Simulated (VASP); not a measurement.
Consider the following.

```
Cu2SnSe3
1.0
   -2.02544     6.01008     2.80696
    2.02544    -6.01008     2.80696
    2.02544     6.01008    -2.80696
Cu Sn Se
2 1 3
Direct
  0.16072   0.99030   0.17043
  0.81987   0.99030   0.82957
  0.51903   0.01903   0.50000
  0.94767   0.26828   0.67939
  0.58888   0.26828   0.32061
  0.21382   0.21382   0.00000
```

These are PBEsol GGA, VASP's PBE PAW potentials (set 64) (plane waves; VASP) values and carry that method's errors. Numerical set-up: 400 eV cut-off, 10×10×10 Γ-centred mesh, tetrahedra with Blöchl corrections, potentials Cu Sn_d Se.

The cores are frozen, which limits the accuracy of field gradients.

Q: Give the principal components of the electric field gradient (V/Å²) and the asymmetry η at each nucleus.

A: 
```
atom     Vxx     Vyy     Vzz     η
----  ------  ------  ------  ----
Cu1    -15.4    -4.1    19.5  0.58
Cu2    -15.4    -4.1    19.5  0.58
Sn3     66.7    11.6   -78.2  0.70
Se4   -130.9  -126.2   257.1  0.02
Se5   -130.9  -126.2   257.1  0.02
Se6    151.2    67.2  -218.4  0.39
```

The structure comes from a computed database's Cu2SnSe3 entry (Imm2); how it stands against other phases isn't given here. It was relaxed first, which changed the volume by -6 %.
